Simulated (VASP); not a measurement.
Here is the system:

```yaml
crystal:
  lattice:
    - [2.78303, 0.00000, 0.00000]
    - [0.00000, 2.78303, 0.00000]
    - [0.00000, 0.00000, 2.78303]
  atoms:
    - { symbol: Ga, position: [0.50000, 0.50000, 0.50000] }
    - { symbol: Co, position: [0.00000, 0.00000, 0.00000] }
```

All values below come from PBEsol GGA, VASP's PBE PAW potentials (set 64) (plane waves; VASP 6.6.1). Numerical set-up: 520 eV cut-off, 13×13×13 Γ-centred mesh, first-order Methfessel-Paxton smearing of 0.10 eV, potentials Ga_d Co.

### Question
Give the stress tensor in GPa (positive for a compressed cell).

### Answer

```
14.22   0.00   0.00
 0.00  14.22   0.00
 0.00   0.00  14.22
```
The pressure is its mean diagonal, 14.22 GPa.

The compound is CoGa in the CsCl type structure. This cell is one point of a volume scan, at 0.94 of the reference volume. The run is not spin-polarised, so no magnetic state was tried.
